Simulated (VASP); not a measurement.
Input:

```
CELL_PARAMETERS angstrom
      6.18102     0.00000     0.00000
      0.00000     6.18102     0.00000
      0.00000     0.00000     6.18102
ATOMIC_POSITIONS crystal
  Cs 0.00000 0.00000 0.00000
  Sn 0.50000 0.50000 0.50000
  I  0.50000 0.00000 0.50000
  I  0.00000 0.50000 0.50000
  I  0.50000 0.50000 0.00000
```

Level of theory: r2SCAN meta-GGA, VASP's PBE PAW potentials (set 64) (plane waves; VASP). Run with 520 eV cut-off, 4×4×4 Γ-centred mesh, tetrahedra with Blöchl corrections, potentials Cs_sv Sn_d I.

Unless said otherwise, spin-orbit coupling is left out, though it shifts the bands of the heavy elements here.

### Question
Give the energies of bands 13 to 25 at the high-symmetry points, in eV from the valence-band maximum.

### Answer

```csv
band,Γ,X,M,R
13,-6.44,-7.47,-8.28,-9.03
14,-5.19,-5.07,-4.90,-3.70
15,-5.19,-5.07,-3.87,-3.70
16,-5.19,-3.45,-3.09,-3.70
17,-2.72,-2.96,-3.09,-2.91
18,-2.72,-2.96,-3.03,-2.91
19,-2.72,-2.88,-3.03,-2.09
20,-2.55,-2.68,-2.92,-2.09
21,-2.55,-2.68,-2.10,-2.09
22,-2.55,-1.79,-0.89,0.00
23,2.45,1.11,0.80,0.36
24,3.20,4.01,0.80,0.36
25,3.20,4.10,4.19,0.36
```

The gap is direct, 0.36 eV, from the valence maximum at R to the conduction minimum at R.

The compound is CsSnI3 in the cubic perovskite structure, the ideal cubic form; the compound distorts at low or room temperature. It was relaxed first.
